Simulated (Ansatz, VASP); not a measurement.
# Cross-check of Ti (Titanium) between VASP and Ansatz, part 2 of 2

Wanted: the spread between two codes on one cell, functional and k mesh. The cell is taken from a series of runs on this material, whose earlier steps may have relaxed, scaled, displaced or heated it; both programs get it as it stands.

VASP 6.6.1 and Ansatz 0.2.0.

So far: Starting point; Ansatz: zone-centre phonons, LDA, pair 1; VASP: zone-centre phonons, LDA, pair 1.

## (4) Side by side

Known differences besides the potentials themselves: the two LDA forms differ slightly; the cutoff is 260 eV in Ansatz and 500 eV in VASP; VASP's log shows a relativistic correction to its local exchange, Ansatz's none; Ansatz's log warns that its cutoff lies below the recommended one. Total energies have different zeros and are not compared.

Both answers:

```tsv
quantity	Ansatz	VASP	difference
optical mode 1 to 2 (cm⁻¹)	96.3	115.4	-16.48 %
optical mode 3 (cm⁻¹)	249.7	244.7	+2.06 %
```

Modes are paired by rising frequency, not by their patterns, so a pair may set unlike modes beside each other; they are those without the splitting of longitudinal modes.

## (5) Ansatz: zone-centre phonons, LDA, pair 2

Second derivatives magnify differences that forces hide, and they need a tight electronic threshold.

The cell is taken from a series of runs on this material, whose earlier steps may have relaxed, scaled, displaced or heated it; both programs get it as it stands.

Input file input.yaml:

```yaml
crystal:
  lattice:
    - [2.8536816677, 0.0, 0.0]
    - [-1.4268408338, 2.4713608186, 0.0]
    - [0.0, 0.0, 4.5064670688]
  atoms:
    - { symbol: Ti, position: [0.3333333333, 0.6666666667, 0.25] }
    - { symbol: Ti, position: [0.6666666667, 0.3333333333, 0.75] }
kpoints:
  mp_grid: { grid: [10, 10, 6] }
hamiltonian:
  xc: lda
scf:
  occupations: { method: gaussian, width: 0.1 }
output:
  eigenvalues: true
basis:
  ecutwfc: 260.0
phonons:
  method: dfpt
  qmesh: [2, 2, 2]
  temperatures: { t_max: 1000, t_step: 50 }
  qpath:
    path:
      - [[0.0, 0.0, 0.0], [0.5, 0.0, 0.0], [0.33333333, 0.33333333, 0.0], [0.0, 0.0, 0.0], [0.0, 0.0, 0.5], [0.5, 0.0, 0.5], [0.33333333, 0.33333333, 0.5], [0.0, 0.0, 0.5]]
      - [[0.5, 0.0, 0.5], [0.5, 0.0, 0.0]]
      - [[0.33333333, 0.33333333, 0.5], [0.33333333, 0.33333333, 0.0]]
    npoints: 10
```

Run with:

```
$ ansatz run input.yaml --threads 4 --pin off --max-ram 14336MiB --backend cpu --events-out ev --progress --plain --runs-dir out
```

Numbers of over 12 decimals in the logs are rounded to 6 here.

What it wrote:

```text
[...]
Crystal: 2 atoms, lattice volume = 31.782 Å³
Basis set: ecut = 260 eV, 311 PW (Γ), exchange–correlation on 32×32×48 points (8 copies of the dense FFT grid, shifted against one another)
Bands: 16, of which v1, the nominal top of the filled ones, is band 12 counted from 1 (11 counted from 0)
Symmetry: 24 space group operations
k-points: 56 of 600
[...]
largest difference from the sums on the solved wave vectors: F 4.17e-2 eV, S 7.38e-5 and C_V 3.21e-5 eV/K
  zero-point energy: 0.068588 eV/cell   skipped modes (ω ≤ 0): 6, of them read as no rigid motion or as one in doubt: 3 (1.902e-3 modes/cell left out, lowest -9.62 cm⁻¹)   left out of the sums: 3.70e-4 of the cell's modes: C_V's classical limit lies that fraction below 3 k_B per atom; for a crystal, a wire or a layer, F and S can be off by more, and a phonons.interpolated_qmesh denser along its periods is the remedy for the sampling
[key lines of the parts left out:]
SCF converged after 7 iterations
Free energy (F): -4899.113070 eV
Fermi energy:    14.472796 eV
```

## (6) VASP: zone-centre phonons, LDA, pair 2

The same cell, functional (in two slightly different forms), mesh and smearing now go to VASP, with its own data sets.

Input file INCAR:

```
SYSTEM = Ti
PREC = Accurate
ENCUT = 500
EDIFF = 1E-08
NELM = 120
ISMEAR = 0
SIGMA = 0.1
LREAL = .FALSE.
ALGO = Normal
GGA = CA
NBANDS = 18
LASPH = .TRUE.
LORBIT = 11
LWAVE = .FALSE.
LCHARG = .FALSE.
ISIF = 2
IBRION = 8
GGA_COMPAT = .FALSE.
KPAR = 2
```

Input file POSCAR:

```
Ti
1.0
    2.8536816677      0.0000000000      0.0000000000
   -1.4268408338      2.4713608186      0.0000000000
    0.0000000000      0.0000000000      4.5064670688
Ti
2
Direct
    0.3333333333      0.6666666667      0.2500000000
    0.6666666667      0.3333333333      0.7500000000
```

Input file KPOINTS:

```
Automatic mesh
0
Gamma
10 10 6
0 0 0
```

The projector-augmented-wave data sets are Ti_sv (LDA family, release 64).

Run with:

```
$ mpirun -np 2 vasp_std
```

What it wrote:

```text
[... set-up lines as in an earlier step ...]
 entering main loop
       N       E                     dE             d eps       ncg     rms          rms(c)
[... 16 cycles as in an earlier step ...]
   1 F= -.17101908E+02 E0= -.17096464E+02  d E =-.108881E-01
 Linear response reoptimize wavefunctions to high precision
[... 2 cycles as in an earlier step ...]
 Linear response DOF=           2
 Linear response progress:
  Degree of freedom:   1/  2
       N       E                     dE             d eps       ncg     rms          rms(c)
[... 29 cycles as in an earlier step ...]
 first order change of Fermi-energy   0.97185E-04
 force on displaced ion       1 direction 1 :  -1.171  -0.001   0.000
 Linear response progress:
  Degree of freedom:   2/  2
       N       E                     dE             d eps       ncg     rms          rms(c)
[... 25 cycles as in an earlier step ...]
 first order change of Fermi-energy  -0.15300E-03
 force on displaced ion       1 direction 3 :   0.000  -0.000  -5.271
 Linear response finished
```

OUTCAR, selected parts (step 6):

```text
[... 4 parts as in an earlier step ...]
```

## (7) Side by side

What differs besides the data sets and the points named for the pairs above, as far as they apply: VASP's run holds the zone centre alone. Total energies have different zeros and are not compared.

Both answers:

```tsv
quantity	Ansatz	VASP	difference
optical mode 1 to 2 (cm⁻¹)	96.3	115.4	-16.48 %
optical mode 3 (cm⁻¹)	249.7	244.7	+2.06 %
```

Modes are paired by rising frequency, not by their patterns, so a pair may set unlike modes beside each other; they are those without the splitting of longitudinal modes.

## (8) Results

- r.m.s. difference of the optical zone-centre modes, each program's sorted by frequency (zone-centre phonons, LDA, pair 1): 16 cm⁻¹
- difference in optical mode 1 to 2 (zone-centre phonons, LDA, pair 1): -16.5 %
- r.m.s. difference of the optical zone-centre modes, each program's sorted by frequency (zone-centre phonons, LDA, pair 2): 16 cm⁻¹
- difference in optical mode 1 to 2 (zone-centre phonons, LDA, pair 2): -16.5 %

The r.m.s. difference of the optical zone-centre modes, each program's sorted by frequency is 16 cm⁻¹ (zone-centre phonons, LDA, pair 1). Among the rows given in per cent, the largest difference of the zone-centre phonons, LDA, pair 1 pair is in optical mode 1 to 2, -16.5 %. Ansatz's own log doubts the convergence of its zone-centre phonons, LDA, pair 1 run, which may account for the difference. Among the rows given in per cent, the largest difference of the zone-centre phonons, LDA, pair 2 pair is in optical mode 1 to 2, -16.5 %. Ansatz's own log doubts the convergence of its zone-centre phonons, LDA, pair 2 run, which may account for the difference. How closely two codes agree says nothing of how well the functional describes the real material.

[Lines on the potential files, build, host, timing and source positions are cut from VASP's logs without a mark.]

[Logs are printed without paths, hosts, clocks, repeated set-up lines and the standing remarks that a program may print on its own settings, such as how far it seeks lower states.]

[Hosts, paths, dates, database ids (printed as entryN), source tags and the programs' standing remarks are cut or masked in the printed files.]
